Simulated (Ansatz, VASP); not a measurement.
# LiH: VASP beside Ansatz, part 2 of 2

Aim: how closely do two programs agree when they are given the same cell, functional and k mesh? The cell is taken from a series of runs on this material, whose earlier steps may have relaxed, scaled, displaced or heated it; both programs get it as it stands.

VASP 6.6.1 and Ansatz 0.2.0.

So far: The structure; VASP: zone-centre phonons, LDA, pair 1.

### 3. Ansatz: zone-centre phonons, LDA, pair 1

Level of this step: Ansatz beside VASP: Kohn-Sham DFT, plane waves, LDA (Ansatz).

Ansatz runs on its default PAW (the set named soft_2) files.

The same cell, functional (in two slightly different forms) and mesh now go to Ansatz, which takes its cutoff from its data sets.

The input, input.yaml:

```yaml
crystal:
  lattice:
    - [0.0, 1.9347203482, 1.9347203482]
    - [1.9347203482, 0.0, 1.9347203482]
    - [1.9347203482, 1.9347203482, 0.0]
  atoms:
    - { symbol: Li, position: [0.0, 0.0, 0.0] }
    - { symbol: H, position: [0.5, 0.5, 0.5] }
kpoints:
  mp_grid: { grid: [12, 12, 12] }
hamiltonian:
  xc: lda
scf:
  occupations: { method: fixed }
output:
  eigenvalues: true
phonons:
  method: dfpt
  dielectric: true
  rigid_motions: translations
  qmesh: [4, 4, 4]
  temperatures: { t_max: 1000, t_step: 50 }
  qpath:
    path:
      - [[0.0, 0.0, 0.0], [0.5, 0.0, 0.5], [0.625, 0.25, 0.625]]
      - [[0.375, 0.375, 0.75], [0.0, 0.0, 0.0], [0.5, 0.5, 0.5], [0.5, 0.25, 0.75], [0.5, 0.0, 0.5]]
    npoints: 10
```

Run with:

```bash
$ ansatz run input.yaml --threads 4 --pin off --max-ram 16384MiB --backend cpu --events-out ev --progress --plain --runs-dir out
```

What it wrote:

```text
Engine: ansatz 0.2.0, x86_64-unknown-linux-gnu
Pseudopotentials: kind: paw
Pseudopotential: Li, paw, valence charge 3, recommended cutoff 420 eV (normal), Li.paw.azcp
Pseudopotential: H, paw, valence charge 1, recommended cutoff 420 eV (normal), H.paw.azcp
Functional definition: SPW92
  exchange = slater_x
  correlation = pw_c
Crystal: 2 atoms, lattice volume = 14.484 Å³
Basis set: ecut = 420 eV, 283 PW (Γ), exchange–correlation on 40×40×40 points (8 copies of the dense FFT grid, shifted against one another)
Bands: 6, of which v1, the nominal top of the filled ones, is band 2 counted from 1 (1 counted from 0)
Symmetry: 48 space group operations
k-points: 163 of 1728 (irreducible under 8 space group operations, time reversal used)
Non-local potential: Li, projectors of the file, l = 0: 3, l = 1: 2, l = 2: 1
Non-local potential: H, projectors of the file, l = 0: 2, l = 1: 1
PAW form: soft (Blöchl's): semilocal exchange-correlation on the pseudo side does not see the compensation charge
PAW one-centre angular grid: Li, 110 points (default); XC on 64 Gauss nodes
PAW one-centre angular grid: H, 110 points (default); XC on 64 Gauss nodes
Initial density: superposition of atomic densities (neutral atoms: chi_scale 0, normalization atom), corrected by the library's trained network
Initial wavefunctions: pseudopotential atomic-orbital guess
Functional: x = slater, c = lda
SCF iter   1: F=—  HF=-218.222699 eV  |F-HF|=—  |Δ(HF+E_count)|=         —  Δρ=1.30e-2  dr2=1.47e-2  ethr=1.77e-3  ⟨swp⟩=3.5  Hψ=6584  notcnv=0  defer=294
preconditioner: auto → none  [insulator: Δε(μ)=2.376 eV  Ē_g=14.772 eV  n_scr=0 (ndim 8)  ℏωp=13.8 eV  f_vac=0.000  ε∞_Penn≈1.9]
SCF iter   2: F=—  HF=-218.214075 eV  |F-HF|=—  |Δ(HF+E_count)|=   8.62e-3  Δρ=4.63e-3  dr2=1.74e-3  ethr=3.68e-4  ⟨swp⟩=1.6  Hψ=2392  notcnv=0  defer=265
SCF iter   3: F=—  HF=-218.212716 eV  |F-HF|=—  |Δ(HF+E_count)|=   1.36e-3  Δρ=1.63e-4  dr2=2.20e-6  ethr=4.35e-5  ⟨swp⟩=2.3  Hψ=1577  notcnv=0  defer=270
SCF iter   4: F=—  HF=-218.212716 eV  |F-HF|=—  |Δ(HF+E_count)|=   4.61e-8  Δρ=2.16e-5  dr2=3.97e-8  ethr=5.50e-8  ⟨swp⟩=2.0  Hψ=1304  notcnv=0  defer=2
SCF iter   5: F=—  HF=-218.212715 eV  |F-HF|=—  |Δ(HF+E_count)|=   4.73e-7  Δρ=3.07e-6  dr2=1.04e-9  ethr=9.93e-10  ⟨swp⟩=1.1  Hψ=996  notcnv=0
SCF iter   6: F=-218.212715 eV  HF=-218.212715 eV  |F-HF|=1.42e-13  |Δ(HF+E_count)|=  6.04e-11  Δρ=8.21e-8  dr2=3.72e-13  ethr=2.50e-12  ⟨swp⟩=5.2  Hψ=2988  notcnv=0
SCF 1 converged in 6 iterations: F = -218.212715 eV  dr2 = 3.72e-13
  greatest PAW one-centre occupation: 1.000 electrons in one spin orbital (limit 2), on the Li atom at site 0 (counted from 0), in its partial waves of l = 0
NSCF: frozen V_eff on 1 k-points
DFPT response loops at Γ: preconditioner auto → none (the input reference at scf.mixing.eps_inf says where Resta's filter doesn't serve); β = 0.50; Broyden in place of MSR1
── the response to a field inside a basis, on 14×14×14 k-points: an SCF that follows is theirs, and a resumed run solves both again ──
Bands: 3, of which v1, the nominal top of the filled ones, is band 2 counted from 1 (1 counted from 0)
k-points: 280 of 2744 (irreducible under 12 space group operations)
Initial density: handed on by an earlier stage of this run
Initial wavefunctions: pseudopotential atomic-orbital guess (no wavefunctions were taken with the density)
Eigensolver: Dense (280 Hₖ)
SCF iter   1: F=—  HF=-218.213338 eV  |F-HF|=—  |Δ(HF+E_count)|=         —  Δρ=3.34e-4  dr2=1.92e-6  ethr=1.00e-1
preconditioner: auto → none  [insulator: Δε(μ)=2.772 eV  Ē_g=9.470 eV  n_scr=0 (ndim 8)  ℏωp=13.8 eV  f_vac=0.000  ε∞_Penn≈3.1]
SCF iter   2: F=—  HF=-218.213340 eV  |F-HF|=—  |Δ(HF+E_count)|=   1.98e-6  Δρ=1.67e-4  dr2=4.74e-7  ethr=4.79e-8
SCF iter   3: F=-218.213341 eV  HF=-218.213341 eV  |F-HF|=2.61e-10  |Δ(HF+E_count)|=   7.07e-7  Δρ=3.17e-6  dr2=1.79e-10  ethr=1.18e-8
SCF 1 converged in 3 iterations: F = -218.213341 eV  dr2 = 1.79e-10
DFPT response loops at Γ: mixed as the last ones told, above
WARN: field response: ε∞ stands inside a basis, on 14×14×14 points; the force constants stand on the 12×12×12 k-mesh, whose period is 13.59 times the interband length at k = (0.0000, -0.5000, -0.5000), direct gap 2.506 eV, under 14: take them and everything formed from them as unconverged, and compare with a denser kpoints.mp_grid
NSCF: frozen V_eff on 72 k-points
NSCF: frozen V_eff on 1872 k-points
DFPT response loops at q = (0, 0, 0.25) (fractional): mixed as the last ones told, above
NSCF: frozen V_eff on 952 k-points
DFPT response loops at q = (0, 0, -0.5) (fractional): mixed as the last ones told, above
NSCF: frozen V_eff on 1020 k-points
DFPT response loops at q = (0, 0.25, 0.25) (fractional): mixed as the last ones told, above
NSCF: frozen V_eff on 3456 k-points
DFPT response loops at q = (0, 0.25, -0.5) (fractional): mixed as the last ones told, above
NSCF: frozen V_eff on 1872 k-points
DFPT response loops at q = (0, 0.25, -0.25) (fractional): mixed as the last ones told, above
NSCF: frozen V_eff on 560 k-points
DFPT response loops at q = (0, -0.5, -0.5) (fractional): mixed as the last ones told, above
NSCF: frozen V_eff on 1020 k-points
DFPT response loops at q = (0.25, -0.5, -0.25) (fractional): mixed as the last ones told, above
SCF converged after 6 iterations
Free energy (F): -218.212715 eV
Harris-Foulkes:  -218.212715 eV  (|F-HF|=1.42e-13)
Internal energy: -218.212715 eV  (E = F + TS)
E sigma→0 (E₀):  -218.212715 eV
Fermi energy:    1.322656 eV
--- Per-component energies (eV) ---
  E_band       = -86.716480
  E_kinetic    = 36.344793
  E_local      = -119.680347  (includes V_loc(G=0)·N_el)
  E_nonlocal   = -31.531398
  E_hartree    = 33.237781
  E_xc         = -20.097062
  E_vxc        = -26.218655  (∫ρ·V_xc dr)
  E_paw        = -19.009408  (= ΣΔE_a)
  E_vpaw       = -12.105273  (= ΣTr[D̂ρ^β])
  E_aug_tail   = -0.001167  (compensation charges beyond the density's cutoff)
  E_ewald      = -97.475908
  E_smearing   = -0.000000  (= −TS)
  E_closure    = -0.000000  (closes the sum)
  Σ components = -218.212715   (vs F -218.212715, Δ=0.00e0)
--- Band table (eV; the first three rows and the last of 163) ---
  k-point 0: bands = ["-42.0510", "-4.6381", "18.8825", "19.8051", "19.8051", "19.8051"]
  k-point 1: bands = ["-42.0458", "-4.5137", "17.3692", "19.3521", "19.4960", "19.4960"]
  k-point 2: bands = ["-42.0316", "-4.1457", "14.3685", "18.3651", "18.9158", "18.9158"]
  k-point 162: bands = ["-41.9493", "1.0012", "6.2822", "6.2822", "13.7097", "19.7292"]
--- Phonons (Γ-DFPT): 2 representative perturbations + reference, on 163 of 1728 k-points (Σ response iterations 6) ---
  k mesh reduced under 8 symmetry operations, with k and −k counted as one. Each operation leaves every solved perturbation unchanged. A smaller set is not considered because the run solves the response to a homogeneous field
  ASR residual: 3.534e-5 → 0.000e0 eV/Å²; symmetrization residual: 1.563e-8 eV/Å²
  ASR residual per site (eV/Å²): 2.27e-5 3.53e-5
  Γ frequencies (cm⁻¹): 0.00 0.00 0.00 677.93 677.93 677.93
  ε∞ (high-frequency dielectric tensor):
        5.059925     0.000000     0.000000
        0.000000     5.059925    -0.000000
        0.000000    -0.000000     5.059925
  ε⁰ (static dielectric tensor: ions relaxed, cell fixed):
       13.840795     0.000000     0.000000
        0.000000    13.840795    -0.000000
        0.000000    -0.000000    13.840795
  ε⁰ − ε∞ (ionic part):
        8.780870    -0.000000     0.000000
       -0.000000     8.780870     0.000000
        0.000000     0.000000     8.780870
  softest optical mode at Γ: 677.93 cm⁻¹; the repairs (sum rule, projections) moved no ω² at Γ by more than (3.09 cm⁻¹)²
  Born effective charges Z* (e; rows j = field, columns β = displacement):
    site 0:
         1.02250   -0.00000    0.00000
         0.00000    1.02250    0.00000
         0.00000    0.00000    1.02250
    site 1:
        -1.02250    0.00000   -0.00000
        -0.00000   -1.02250   -0.00000
        -0.00000   -0.00000   -1.02250
  Z* charge neutrality: 4.987e-5 e pre-enforcement
  solved inside a basis spanned on kpoints, on 14×14×14 k-points, its susceptibility summed on 16×16×16: ε∞ is read to err by 2.2e-2, Z* by 7.9e-3 e (field_mesh: kpoints solves on kpoints); Z* is corrected for what the basis lacks
  optical modes at Γ without the LO–TO term, one row a degenerate level:
      ω (cm⁻¹)  modes    IR ((D/Å)²/amu)
        677.93      3            82.2145
  optical modes at Γ + LO–TO along q̂ = [1.0000, 0.0000, 0.0000]:
      ω (cm⁻¹)  modes    IR ((D/Å)²/amu)
        677.93      2            54.8096
       1121.22      1            27.4048
  optical modes at Γ + LO–TO along q̂ = [0.0000, 1.0000, 0.0000]:
      ω (cm⁻¹)  modes    IR ((D/Å)²/amu)
        677.93      2            54.8096
       1121.22      1            27.4048
  optical modes at Γ + LO–TO along q̂ = [0.0000, 0.0000, 1.0000]:
      ω (cm⁻¹)  modes    IR ((D/Å)²/amu)
        677.93      2            54.8096
       1121.22      1            27.4048
--- Phonons (arbitrary-q DFPT): 8 irreducible q on the 4×4×4 mesh ---
  q = [0.0000, 0.0000, 0.0000] (star 1, of the zone-centre solve; hermiticity 2.10e-8, symmetrization 1.28e-14): -0.00 0.00 0.00 677.93 677.93 677.93
  q = [0.0000, 0.0000, 0.2500] (star 8, 2 solved perturbations on 936 of 1728 k-point pairs; hermiticity 2.76e-8, symmetrization 6.39e-14): 227.22 227.22 379.17 811.04 811.04 1122.87
  q = [0.0000, 0.0000, -0.5000] (star 4, 2 solved perturbations on 476 of 1728 k-point pairs; hermiticity 1.81e-9, symmetrization 9.06e-10): 311.20 311.20 552.61 864.63 864.63 1100.11
  q = [0.0000, 0.2500, 0.2500] (star 6, 4 solved perturbations in 1608 linear systems a pass and spin channel, the states on 510 of 1728 k-point pairs; hermiticity 3.86e-8, symmetrization 1.85e-14): 264.97 264.97 381.04 796.82 796.82 1102.03
  q = [0.0000, 0.2500, -0.5000] (star 24, 4 solved perturbations in 5328 linear systems a pass and spin channel, the states on 1728 of 1728 k-point pairs; hermiticity 4.13e-8, symmetrization 4.52e-10): 329.60 365.29 477.20 872.45 926.01 1062.10
  q = [0.0000, 0.2500, -0.2500] (star 12, 4 solved perturbations in 2892 linear systems a pass and spin channel, the states on 936 of 1728 k-point pairs; hermiticity 3.71e-8, symmetrization 2.30e-14): 301.46 353.97 469.46 866.40 894.21 1077.83
  q = [0.0000, -0.5000, -0.5000] (star 3, 4 solved perturbations in 886 linear systems a pass and spin channel, the states on 280 of 1728 k-point pairs; hermiticity 4.39e-8, symmetrization 2.18e-10): 346.22 346.22 467.85 888.40 888.40 1071.33
  q = [0.2500, -0.5000, -0.2500] (star 6, 4 solved perturbations in 1544 linear systems a pass and spin channel, the states on 510 of 1728 k-point pairs; hermiticity 3.76e-8, symmetrization 4.84e-10): 385.68 416.30 416.30 940.73 985.01 985.01
  sum rule: each row above includes the acoustic sum rule's correction from the zone centre's row sums; it moved no ω² by more than (3.09 cm⁻¹)²
  mesh force constants: q→R imaginary residual 1.67e-18; ASR residual 3.534e-5 → 0.000e0 eV/Å²; symmetrization residual 3.997e-15 eV/Å²
  interpolated dispersion: 63 rows × 6 modes
  density of states and harmonic sums: on the 28×28×28 q-mesh, interpolated from the force constants of a 4×4×4 supercell (with the dipole–dipole term)
  largest difference from the sums on the solved wave vectors: F 7.01e-3 eV, S 1.12e-5 and C_V 3.87e-6 eV/K
  zero-point energy: 0.242316 eV/cell   skipped modes (ω ≤ 0): 3   left out of the sums: 2.28e-5 of the cell's modes: C_V's classical limit lies that fraction below 3 k_B per atom; for a crystal, a wire or a layer, F and S can be off by more, and a phonons.interpolated_qmesh denser along its periods is the remedy for the sampling
```

### 4. Comparison

Known differences besides the potentials themselves: fixed occupations in Ansatz, narrow Gaussian smearing in VASP; VASP's run holds the zone centre alone; VASP's response is taken on the typed mesh, Ansatz refines its own for the field response alone; the cutoff is 420 eV in Ansatz and 750 eV in VASP; VASP's log shows a relativistic correction to its local exchange, Ansatz's none. Total energies have different zeros and are not compared.

Both answers:

```csv
quantity,Ansatz,VASP,difference
ε∞ xx,5.06,5.10,-0.85 %
ε∞ yy,5.06,5.10,-0.85 %
ε∞ zz,5.06,5.10,-0.85 %
Born charge of Li1 (mean of the diagonal) (e),1.02,1.03,0.00
Born charge of H2 (mean of the diagonal) (e),-1.02,-1.03,0.00
optical mode 1 to 3 (cm⁻¹),677.9,680.0,-0.30 %
```

Modes are paired by rising frequency, not by their patterns, so a pair may set unlike modes beside each other; they are those without the splitting of longitudinal modes.

### 5. VASP: zone-centre phonons, LDA, pair 2

Second derivatives magnify differences that forces hide, and they need a tight electronic threshold. The cell compared in this pair holds 14.71 Å³, against 14.48 Å³ for the pair before.

The input, INCAR:

```
SYSTEM = LiH
PREC = Accurate
ENCUT = 750
EDIFF = 1E-08
NELM = 120
ISMEAR = 0
SIGMA = 0.01
LREAL = .FALSE.
ALGO = Normal
GGA = PW92
NBANDS = 8
LORBIT = 11
LWAVE = .FALSE.
LCHARG = .FALSE.
ISIF = 2
IBRION = 8
LEPSILON = .TRUE.
LASPH = .TRUE.
GGA_COMPAT = .FALSE.
EFERMI = MIDGAP
KPAR = 2
```

The input, POSCAR:

```
LiH
1.0
    0.0000000000      1.9446421645      1.9446421645
    1.9446421645      0.0000000000      1.9446421645
    1.9446421645      1.9446421645      0.0000000000
Li H
1 1
Direct
    0.0000000000      0.0000000000      0.0000000000
    0.5000000000      0.5000000000      0.5000000000
```

The input, KPOINTS:

```
Automatic mesh
0
Gamma
12 12 12
0 0 0
```

The projector-augmented-wave data sets are Li_sv and H (LDA family, release 64).

Run with:

```bash
$ mpirun -np 2 vasp_std
```

What it wrote:

```text
[banner, memory and clock lines left out]
running    2 mpi-ranks, on    1 nodes
[...]
[... a notice as in an earlier step ...]

 LDA part: xc-table for (Slater(with rela. corr.)+PW92), standard interpolation
 POSCAR, INCAR and KPOINTS ok, starting setup
[...]
entering main loop
       N       E                     dE             d eps       ncg     rms          rms(c)
DAV:   1    -0.224445711116E+01   -0.22445E+01   -0.17693E+03  1152   0.583E+02
DAV:   2    -0.668295874587E+01   -0.44385E+01   -0.44259E+01  1608   0.535E+01
DAV:   3    -0.674740120167E+01   -0.64442E-01   -0.64442E-01  1384   0.655E+00
DAV:   4    -0.674791258074E+01   -0.51138E-03   -0.51138E-03  1696   0.457E-01
[...]
DAV:  10    -0.648766512037E+01    0.25827E-06   -0.45184E-06  1336   0.178E-02    0.272E-03
DAV:  11    -0.648766516443E+01   -0.44060E-07   -0.82829E-08  1872   0.169E-03    0.269E-04
DAV:  12    -0.648766516001E+01    0.44145E-08   -0.32131E-09  1144   0.436E-04
   1 F= -.64876652E+01 E0= -.64876652E+01  d E =0.000000E+00
[...]
RMM:  12    -0.177305014881E+00    0.37529E-08   -0.32509E-08  5193   0.205E-05    0.287E-07
 first order change of Fermi-energy   0.48231E-03
 force on displaced ion       1 direction 1 :  -1.411   0.000   0.000
 Born effective charge ion    1 direction 1 :   1.025   0.000   0.000
 Linear response progress:
  Degree of freedom:   2/  2
       N       E                     dE             d eps       ncg     rms          rms(c)
RMM:   1    -0.155004153196E-01   -0.15500E-01   -0.58349E-03  5649   0.597E-01
RMM:   2    -0.158677250516E-01   -0.36731E-03   -0.47401E-04  5332   0.974E-02    0.103E-01
RMM:   3    -0.163194560061E-01   -0.45173E-03   -0.62754E-05  5181   0.374E-02    0.600E-02
RMM:   4    -0.172972183392E-01   -0.97776E-03   -0.36510E-05  4868   0.340E-02    0.166E-03
[...]
RMM:   9    -0.173064884727E-01    0.25009E-07   -0.43583E-08  6163   0.428E-05    0.382E-06
RMM:  10    -0.173064210272E-01    0.67446E-07   -0.43852E-08  6135   0.168E-05    0.206E-07
RMM:  11    -0.173064233546E-01   -0.23275E-08   -0.21597E-08  5583   0.773E-06    0.227E-07
 first order change of Fermi-energy  -0.10956E-02
 force on displaced ion       2 direction 1 :  -1.419   0.000   0.000
 Born effective charge ion    2 direction 1 :  -1.026   0.000   0.000
 Born effective charges drift removed
 Linear response finished
```

Parts of OUTCAR (step 5):

```text
  Total        0.0401250      0.0401250      0.0401250     -0.0000000      0.0000000     -0.0000000
  in kB        4.3709566      4.3709566      4.3709566     -0.0000000      0.0000000     -0.0000000
  external PRESSURE =       4.3709566 kB  Pullay stress =       0.0000000 kB

 POSITION                                       TOTAL-FORCE (eV/Angst)
 -----------------------------------------------------------------------------------
      0.00000      0.00000      0.00000         0.000000      0.000000      0.000000
      1.94464      1.94464      1.94464        -0.000000     -0.000000     -0.000000
 -----------------------------------------------------------------------------------
    total drift:                                0.000000      0.000000      0.000000

 MACROSCOPIC STATIC DIELECTRIC TENSOR (including local field effects in DFT)
 ------------------------------------------------------
           5.058833     0.000000     0.000000
           0.000000     5.058833    -0.000000
           0.000000    -0.000000     5.058833
 ------------------------------------------------------

 MACROSCOPIC STATIC DIELECTRIC TENSOR IONIC CONTRIBUTION
 ------------------------------------------------------
           9.151263     0.000000    -0.000000
           0.000000     9.151263     0.000000
          -0.000000     0.000000     9.151263
 ------------------------------------------------------

[... 1 part as in an earlier step ...]

[... 1 further part left out ...]
```

### 6. Ansatz: zone-centre phonons, LDA, pair 2

The same cell, functional (in two slightly different forms) and mesh now go to Ansatz, which takes its cutoff from its data sets.

The cell is taken from a series of runs on this material, whose earlier steps may have relaxed, scaled, displaced or heated it; both programs get it as it stands.

Edit input.yaml of step 3 so:

```diff
@@ -2,5 +2,5 @@
   lattice:
-    - [0.0, 1.9347203482, 1.9347203482]
-    - [1.9347203482, 0.0, 1.9347203482]
-    - [1.9347203482, 1.9347203482, 0.0]
+    - [0.0, 1.9446421645, 1.9446421645]
+    - [1.9446421645, 0.0, 1.9446421645]
+    - [1.9446421645, 1.9446421645, 0.0]
   atoms:
```

Run with:

```bash
$ ansatz run input.yaml --threads 4 --pin off --max-ram 16384MiB --backend cpu --events-out ev --progress --plain --runs-dir out
```

What it wrote:

```text
[...]
Crystal: 2 atoms, lattice volume = 14.708 Å³
Basis set: ecut = 420 eV, 283 PW (Γ), exchange–correlation on 40×40×40 points (8 copies of the dense FFT grid, shifted against one another)
Bands: 6, of which v1, the nominal top of the filled ones, is band 2 counted from 1 (1 counted from 0)
Symmetry: 48 space group operations
k-points: 163 of 1728 (irreducible under 8 space group operations, time reversal used)
[...]
optical modes at Γ + LO–TO along q̂ = [0.0000, 1.0000, 0.0000]:
      ω (cm⁻¹)  modes    IR ((D/Å)²/amu)
        662.90      2            54.9178
       1110.28      1            27.4589
  optical modes at Γ + LO–TO along q̂ = [0.0000, 0.0000, 1.0000]:
      ω (cm⁻¹)  modes    IR ((D/Å)²/amu)
        662.90      2            54.9178
       1110.28      1            27.4589
--- Phonons (arbitrary-q DFPT): 8 irreducible q on the 4×4×4 mesh ---
[...]
interpolated dispersion: 63 rows × 6 modes
[...]
[key lines of the parts left out:]
SCF converged after 6 iterations
Free energy (F): -218.214042 eV
Fermi energy:    1.231121 eV
```

### 7. Differences

Both answers:

| quantity | Ansatz | VASP | difference |
| --- | --- | --- | --- |
| ε∞ xx | 5.02 | 5.06 | -0.78 % |
| ε∞ yy | 5.02 | 5.06 | -0.78 % |
| ε∞ zz | 5.02 | 5.06 | -0.78 % |
| Born charge of Li1 (mean of the diagonal) (e) | 1.02 | 1.03 | 0.00 |
| Born charge of H2 (mean of the diagonal) (e) | -1.02 | -1.03 | 0.00 |
| optical mode 1 to 3 (cm⁻¹) | 662.9 | 663.7 | -0.12 % |

Modes are paired by rising frequency, not by their patterns, so a pair may set unlike modes beside each other; they are those without the splitting of longitudinal modes.

### 8. Summary of results

```json
{
 "r.m.s. difference of the optical zone-centre modes, each program's sorted by frequency (zone-centre phonons, LDA, pair 1)": "2.0 cm⁻¹",
 "difference in ε∞ xx (zone-centre phonons, LDA, pair 1)": "-0.9 %",
 "r.m.s. difference of the optical zone-centre modes, each program's sorted by frequency (zone-centre phonons, LDA, pair 2)": "0.83 cm⁻¹",
 "difference in ε∞ xx (zone-centre phonons, LDA, pair 2)": "-0.8 %"
}
```

What this shows: The r.m.s. difference of the optical zone-centre modes, each program's sorted by frequency is 2.0 cm⁻¹ (zone-centre phonons, LDA, pair 1). Among the rows given in per cent, the largest difference of the zone-centre phonons, LDA, pair 1 pair is in ε∞ xx, -0.9 %. Among the rows given in per cent, the largest difference of the zone-centre phonons, LDA, pair 2 pair is in ε∞ xx, -0.8 %. How closely two codes agree says nothing of how well the functional describes the real material.

[Lines on the potential files, build, host, timing and source positions are cut from VASP's logs without a mark.]

[Logs are printed without paths, hosts, clocks, repeated set-up lines and the standing remarks that a program may print on its own settings, such as how far it seeks lower states.]

[Hosts, paths, dates, database ids (printed as entryN), source tags and the programs' standing remarks are cut or masked in the printed files.]
